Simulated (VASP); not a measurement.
Computed with MS2 meta-GGA, VASP's PBE PAW potentials (set 64) (plane waves; VASP 6.6.1).

The input files of a VASP run:

File POSCAR:
```
CdF2
1
    0.0000000000     2.7569270499     2.7569270499
    2.7569270499     0.0000000000     2.7569270499
    2.7569270499     2.7569270499     0.0000000000
Cd F
1 2
Direct
  0.0000000000   0.0000000000   0.0000000000
  0.2500000000   0.2500000000   0.2500000000
  0.7500000000   0.7500000000   0.7500000000
```

**KPOINTS**
```
Automatic mesh
0
Gamma
7 7 7
0 0 0
```

INCAR:
```
LCHARG=.FALSE.
METAGGA=MS2
LMIXTAU=.TRUE.
LWAVE=.FALSE.
ENCUT=520   ! plane-wave cut-off (eV)
LMAXMIX=4   ! l cut-off of mixed one-centre charges
EDIFF=1E-7   ! SCF stop (eV)
ISIF=2   ! forces and stress, cell fixed
SYSTEM=CdF2
NELM=100
ALGO=Normal   ! blocked Davidson
LREAL=.FALSE.   ! projection in real space or not
PREC=Accurate
SIGMA=0.05   ! width (eV)
LASPH=.TRUE.
ISMEAR=0
```

POTCAR, in this order: Cd F (PBE.64 set). Program: vasp_std.

Task: What will the output report for the number of irreducible k-points (NKPTS), largest plane-wave count, number of space-group operations, FFT grid (NGX, NGY, NGZ)?

Result: 
| Property | Value |
|---|---|
| number of irreducible k-points (NKPTS) | 20 |
| largest plane-wave count | 1143 |
| number of space-group operations | 48 |
| FFT grid (NGX, NGY, NGZ) | 30 × 30 × 30 |

The compound is CdF2 in the fluorite structure. This cell is one point of a volume scan, at 1.06 of the reference volume.
